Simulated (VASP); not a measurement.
**How a change of volume changes Au**

Wanted: the elastic response of Au to a change of volume, with a fit that predicts a row left out.

Main program and level: VASP 6.6.1; r2SCAN; plane waves and PAW (Au), in the first sound run; inputs show where later runs differ.

## Step 1: The starting structure

It takes space group Fm-3m (No. 225, cubic). Conventional cell: a = 4.080 Å, b = 4.080 Å, c = 4.080 Å, α = 90.00°, β = 90.00°, γ = 90.00°. Au has 12 Au at 2.88 Å nearest.

Coordinates:

```cif
data_structure
_symmetry_space_group_name_H-M 'P 1'
_symmetry_Int_Tables_number 1
_cell_length_a 2.8850
_cell_length_b 2.8850
_cell_length_c 2.8850
_cell_angle_alpha 60.000
_cell_angle_beta 60.000
_cell_angle_gamma 60.000
_cell_volume 16.98
loop_
_atom_site_label
_atom_site_type_symbol
_atom_site_fract_x
_atom_site_fract_y
_atom_site_fract_z
_atom_site_occupancy
Au1 Au 0.00000 0.00000 0.00000 1
```

## Step 2: Relax the crystal, r2SCAN

The series starts from the cell that this level prefers, so that zero strain is near zero stress.

This step took 2 runs in a row; the last is shown.

Level: r2SCAN; plane waves and PAW (Au).

Input file INCAR:

```
SYSTEM = Au
PREC = Accurate
ENCUT = 450
EDIFF = 1E-07
NELM = 120
ISMEAR = 1
SIGMA = 0.15
LREAL = .FALSE.
ALGO = Normal
METAGGA = R2SCAN
LASPH = .TRUE.
NBANDS = 11
LORBIT = 11
LWAVE = .FALSE.
LCHARG = .FALSE.
KPAR = 8
IBRION = 2
NSW = 40
ISIF = 3
EDIFFG = -0.005
POTIM = 0.4
```

Input file POSCAR:

```
Au
1.0
    0.0000000000      2.0637895624      2.0637895624
    2.0637895624      0.0000000000      2.0637895624
    2.0637895624      2.0637895624      0.0000000000
Au
1
Direct
    0.0000000000      0.0000000000      0.0000000000
```

Input file KPOINTS:

```
Automatic mesh
0
Gamma
25 25 25
0 0 0
```

Potentials, in the order of the species: Au (PBE family, release 64).

Launch:

```bash
> mpirun -np 8 vasp_std
```

The program printed:

```text
[banner, memory and clock lines left out]
running    8 mpi-ranks, on    1 nodes
[...]
|                                                                             |
|           W    W    AA    RRRRR   N    N  II  N    N   GGGG   !!!           |
|           W    W   A  A   R    R  NN   N  II  NN   N  G    G  !!!           |
|           W    W  A    A  R    R  N N  N  II  N N  N  G       !!!           |
|           W WW W  AAAAAA  RRRRR   N  N N  II  N  N N  G  GGG   !            |
|           WW  WW  A    A  R   R   N   NN  II  N   NN  G    G                |
|           W    W  A    A  R    R  N    N  II  N    N   GGGG   !!!           |
|                                                                             |
|     For optimal performance we recommend to set                             |
|       NCORE = 2 up to number-of-cores-per-socket                            |
|     NCORE specifies how many cores store one orbital (NPAR=cpu/NCORE).      |
|     This setting can greatly improve the performance of VASP for DFT.       |
[...]
|     You enforced a specific xc type in the INCAR file but a different       |
|     [... a line on the potential file left out ...]
|     I HOPE YOU KNOW WHAT YOU ARE DOING!                                     |
|                                                                             |

 LDA part: xc-table for (None), standard interpolation
 POSCAR, INCAR and KPOINTS ok, starting setup
[...]
entering main loop
       N       E                     dE             d eps       ncg     rms          rms(c)
DAV:   1    -0.703471633638E+01   -0.70347E+01   -0.53095E+03 10746   0.807E+02
DAV:   2    -0.540271438770E+02   -0.46992E+02   -0.44037E+02 11330   0.182E+02
DAV:   3    -0.545908710355E+02   -0.56373E+00   -0.56262E+00 11603   0.197E+01
DAV:   4    -0.545931810941E+02   -0.23101E-02   -0.23099E-02 11333   0.143E+00
[...]
DAV:  11    -0.505943510064E+02    0.45077E-04   -0.17545E-04 10898   0.115E-01    0.525E-03
DAV:  12    -0.505943511968E+02   -0.19050E-06   -0.11820E-06 11390   0.112E-02    0.216E-03
DAV:  13    -0.505943511302E+02    0.66639E-07   -0.29459E-07 10976   0.526E-03
   1 F= -.50594351E+02 E0= -.50594140E+02  d E =-.505944E+02
[...]
reached required accuracy - stopping structural energy minimisation
```

The job ended after 15 s (8 MPI ranks of Intel Xeon 6975P-C (Granite Rapids), shared host; peak memory 1.4 GiB).

Lines that name or quote the potential files are left out of all logs, and their timing lines are given in words.

OUTCAR, selected parts (step 2):

```text
  Total       -0.0020100     -0.0020100     -0.0020100      0.0000000     -0.0000000      0.0000000
  in kB       -0.1831794     -0.1831794     -0.1831794      0.0000000     -0.0000000      0.0000000
  external PRESSURE =      -0.1831794 kB  Pullay stress =       0.0000000 kB

 POSITION                                       TOTAL-FORCE (eV/Angst)
 -----------------------------------------------------------------------------------
      0.00000      0.00000      0.00000         0.000000      0.000000      0.000000
 -----------------------------------------------------------------------------------
    total drift:                                0.000000     -0.000000      0.000000

  FREE ENERGIE OF THE ION-ELECTRON SYSTEM (eV)
  ---------------------------------------------------
  free  energy   TOTEN  =       -50.5943511302 eV

  energy  without entropy=      -50.5937173519  energy(sigma->0) =      -50.59413987

 reached required accuracy - stopping structural energy minimisation

[... 3 further parts left out ...]
[key lines of the parts left out:]
E-fermi :   8.8548
```

This run gave:

| Item | Value |
| --- | --- |
| energy(sigma→0) of the program | -50.5941 eV |
| stress, compression positive | xx, yy, zz -0.02, -0.02, -0.02 GPa |
| volume | 17.580 Å³ |
| ionic steps | 1 |

## Step 3: Relax at fixed volume, r2SCAN

One member in full: the volume is scaled by 0.94, and the cell is held.

Level: r2SCAN; plane waves and PAW (Au).

INCAR, as its differences from that of step 2:

```diff
@@ -15,7 +15,8 @@
 LCHARG = .FALSE.
-KPAR = 8
+KPAR = 2
 IBRION = 2
 NSW = 40
-ISIF = 3
-EDIFFG = -0.005
+ISIF = 2
+EDIFFG = -0.004
 POTIM = 0.4
+MAXMIX = 40
```

Input file POSCAR:

```
Au
1.0
    0.0000000000      2.0216595866      2.0216595866
    2.0216595866      0.0000000000      2.0216595866
    2.0216595866      2.0216595866      0.0000000000
Au
1
Direct
    0.0000000000      0.0000000000      0.0000000000
```

KPOINTS is that of step 2.

Launch:

```bash
> mpirun -np 2 vasp_std
```

The program printed:

```text
[banner, memory and clock lines left out]
running    2 mpi-ranks, on    1 nodes
[...]
[... a notice as in an earlier step ...]

 LDA part: xc-table for (None), standard interpolation
 POSCAR, INCAR and KPOINTS ok, starting setup
[...]
entering main loop
       N       E                     dE             d eps       ncg     rms          rms(c)
DAV:   1    -0.683227376634E+01   -0.68323E+01   -0.53475E+03 10642   0.812E+02
DAV:   2    -0.539405077203E+02   -0.47108E+02   -0.44551E+02 11338   0.185E+02
DAV:   3    -0.544759219447E+02   -0.53541E+00   -0.53456E+00 11583   0.195E+01
DAV:   4    -0.544781396176E+02   -0.22177E-02   -0.22175E-02 11312   0.142E+00
[...]
DAV:  13    -0.505594750329E+02    0.27037E-06   -0.58949E-07 10988   0.741E-03    0.135E-03
DAV:  14    -0.505594748747E+02    0.15820E-06   -0.83665E-08  5593   0.280E-03    0.124E-04
DAV:  15    -0.505594748414E+02    0.33301E-07   -0.41497E-09  5422   0.732E-04
   1 F= -.50559475E+02 E0= -.50559229E+02  d E =-.505595E+02
[...]
reached required accuracy - stopping structural energy minimisation
```

Run time: 56 s. Hardware: 2 MPI ranks; peak memory 0.34 GiB; 1.8 min of CPU time.

From OUTCAR (step 3):

```text
  Total        1.1740715      1.1740715      1.1740715      0.0000000      0.0000000      0.0000000
  in kB      113.8285097    113.8285097    113.8285097      0.0000000      0.0000000      0.0000000
  external PRESSURE =     113.8285097 kB  Pullay stress =       0.0000000 kB

 POSITION                                       TOTAL-FORCE (eV/Angst)
 -----------------------------------------------------------------------------------
      0.00000      0.00000      0.00000         0.000000      0.000000      0.000000
 -----------------------------------------------------------------------------------
    total drift:                                0.000000      0.000000     -0.000000

  FREE ENERGIE OF THE ION-ELECTRON SYSTEM (eV)
  ---------------------------------------------------
  free  energy   TOTEN  =       -50.5594748414 eV

  energy  without entropy=      -50.5587367787  energy(sigma->0) =      -50.55922882

[... 2 parts as in an earlier step ...]

[... 2 further parts left out ...]
[key lines of the parts left out:]
E-fermi :   9.9143
```

This run gave:

| Property | Result |
| --- | --- |
| energy(sigma→0) of the program | -50.5592 eV |
| stress, compression positive | xx, yy, zz 11.38, 11.38, 11.38 GPa |
| ionic steps | 1 |

## Step 4: The table

The other members went through these steps as far as the tables show, with the same cutoff and, step by step, the same mesh; 9 runs are not shown. The session took 0.38 core hours (wall time by ranks) on a shared machine.

```csv
volume over the relaxed volume,volume (Å³/atom),pressure (GPa),"energy above the unstrained row, extrapolated to no smearing (meV/atom)"
0.940,16.526,11.383,34.911
0.960,16.877,7.053,14.760
0.980,17.229,3.272,3.487
0.990,17.404,1.564,0.834
1,17.580,-0.018,0.000
1.010,17.756,-1.503,0.861
1.020,17.932,-2.880,3.295
1.040,18.284,?,?
1.060,18.635,-7.494,26.529
```

## Step 5: Stress from the known rows

A least-squares cubic through the 8 rows shown, with u the logarithm of the volume ratio: pressure = − 580.8 u³ + 464.7 u² − 153.3 u − 0.02135 (GPa), r.m.s. residual 0.0017 GPa.

For the withheld row, u = 0.03922, the fit gives -5.356 GPa.

## Step 6: The withheld row

The calculation gives -5.346 GPa, so the prediction is 0.010 GPa too low, more than twice the residual of the fit.

A cubic of the pressure in ln(V/V₀) through all rows has the slope −B at V₀: B = 153 GPa, and its curvature gives B′ = 6.1.

## Step 7: Outcome

```yaml
error_of_the_predicted_pressure: -0.010 GPa
bulk_modulus: 153 GPa
```

These are static values: temperature and zero-point motion are left out. In a metal the slopes also depend on mesh and smearing, which were held through the series.

[Lines on the potential files, build, host, timing and source positions are cut from VASP's logs without a mark.]

[Logs are printed without paths, hosts, clocks, repeated set-up lines and the standing remarks that a program may print on its own settings, such as how far it seeks lower states.]

[Hosts, paths, dates, database ids (printed as entryN), source tags and the programs' standing remarks are cut or masked in the printed files.]

[In band tables of VASP the shares of atoms and orbitals are scaled to a sum of 1 inside the atoms' spheres.]
